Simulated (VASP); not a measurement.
Computed with PBEsol GGA, VASP's PBE PAW potentials (set 64) (plane waves; VASP 6.6.1).

A VASP calculation is set up with these files.

KPOINTS:
```
Automatic mesh
0
Gamma
8 8 8
0 0 0
```

### POSCAR
```
AlCo3N
1
    3.6890897074     0.0000000000     0.0000000000
    0.0000000000     3.6890897074    -0.0000000000
    0.0000000000     0.0000000000     3.6890897074
Al N Co
1 1 3
Direct
  0.0000000000   0.0000000000   0.0000000000
  0.5000000000   0.5000000000   0.5000000000
  0.0000000000   0.5000000000   0.5000000000
  0.5000000000   0.5000000000   0.0000000000
  0.5000000000   0.0000000000   0.5000000000
```

INCAR:
```
ALGO = Normal
EDIFF = 1E-7
ENCUT = 600
GGA = PS
ISIF = 2
ISMEAR = 1
ISPIN = 2
LASPH = .True.
LCHARG = .False.
LMAXMIX = 4
LORBIT = 10
LREAL = .False.
LWAVE = .False.
MAGMOM = -0.0 0.1 0.8 0.8 0.8
NELM = 100
PREC = Accurate
SIGMA = 0.1
SYSTEM = AlCo3N
```

POTCAR, in this order: Al N Co (PBE.64 set). Program: vasp_std.

The moments were started parallel, and other spin orders were not tried in this run.

Q: Predict the energy per atom (σ→0), cell moment, band gap (on the k-mesh).

A: 
```json
{
 "energy per atom (σ→0)": "-7.530 eV/atom",
 "cell_moment": "2.28 μB",
 "band gap (on the k-mesh)": "none (metal, semimetal or under 0.01 eV)"
}
```

File OSZICAR:
```
...
DAV:  12    -0.376505150967E+02    0.15839E-03   -0.78402E-04  4366   0.252E-01    0.828E-02
DAV:  13    -0.376504962685E+02    0.18828E-04   -0.14260E-04  4122   0.156E-01    0.305E-02
DAV:  14    -0.376504941276E+02    0.21409E-05   -0.26720E-05  4620   0.467E-02    0.144E-02
DAV:  15    -0.376504942177E+02   -0.90022E-07   -0.43932E-06  4432   0.262E-02    0.584E-03
DAV:  16    -0.376504941017E+02    0.11595E-06   -0.68922E-07  3642   0.994E-03    0.350E-03
DAV:  17    -0.376504939050E+02    0.19668E-06   -0.14091E-07  1984   0.489E-03    0.109E-03
DAV:  18    -0.376504938353E+02    0.69714E-07   -0.71502E-08  1648   0.219E-03
   1 F= -.37650494E+02 E0= -.37650013E+02  d E =-.144181E-02  mag=     2.2819
```

The structure was generated: AlCo3N was put into the cubic-perovskite type (Pm-3m), which need not be its known phase. It was relaxed first.
